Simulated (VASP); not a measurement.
Level of theory: rev-vdW-DF2, VASP's PBE PAW potentials (set 64) (plane waves; VASP 6.6.1).

VASP ran on this input.

**INCAR**
```
GGA = MK
LUSE_VDW = .TRUE.
LMAXMIX = 4   ! l cut-off of mixed one-centre charges
EDIFF = 1E-7
LREAL = .FALSE.
PARAM1 = 0.1234568
SYSTEM = Rb
LORBIT = 11
PREC = Accurate
AGGAC = 0.0
LWAVE = .FALSE.
NELM = 100
LASPH = .TRUE.
ISMEAR = -5   ! tetrahedra, Bloechl
LCHARG = .TRUE.
PARAM2 = 0.7114
ENCUT = 520
ALGO = Normal   ! blocked Davidson
ISIF = 2
NEDOS = 601
ZAB_VDW = -1.8867
```

### KPOINTS
```
Automatic mesh
0
Gamma
 10 10 10
```

### POSCAR
```
Rb
1
   -2.7825350389     2.7825350389     2.7825350389
    2.7825350389    -2.7825350389     2.7825350389
    2.7825350389     2.7825350389    -2.7825350389
Rb
1
Direct
  0.0000000000   0.0000000000   0.0000000000
```

POTCAR, in this order: Rb_sv (PBE.64 set). Program: vasp_std.

### Question
Estimate the energy per atom (σ→0), band gap (on the k-mesh).

### Answer

| Property | Value |
|---|---|
| energy per atom (σ→0) | 0.968 eV/atom |
| band gap (on the k-mesh) | none (metal, semimetal or under 0.01 eV) |

### OSZICAR
```
...
DAV:   6     0.968712594306E+00    0.29483E-03   -0.19338E-03  1168   0.279E-01    0.673E-01
DAV:   7     0.968213449799E+00   -0.49914E-03   -0.37956E-03   976   0.386E-01    0.471E-02
DAV:   8     0.968048313264E+00   -0.16514E-03   -0.20768E-04  1000   0.963E-02    0.188E-02
DAV:   9     0.968017916263E+00   -0.30397E-04   -0.37294E-05  1072   0.330E-02    0.495E-03
DAV:  10     0.968015332713E+00   -0.25836E-05   -0.10740E-05  1112   0.190E-02    0.762E-04
DAV:  11     0.968015205301E+00   -0.12741E-06   -0.22596E-07  1144   0.318E-03    0.410E-04
DAV:  12     0.968015175358E+00   -0.29943E-07   -0.17095E-07   960   0.181E-03
   1 F= 0.96801518E+00 E0= 0.96801518E+00  d E =0.000000E+00
```

The compound is Rb in the bcc structure. It was relaxed first.
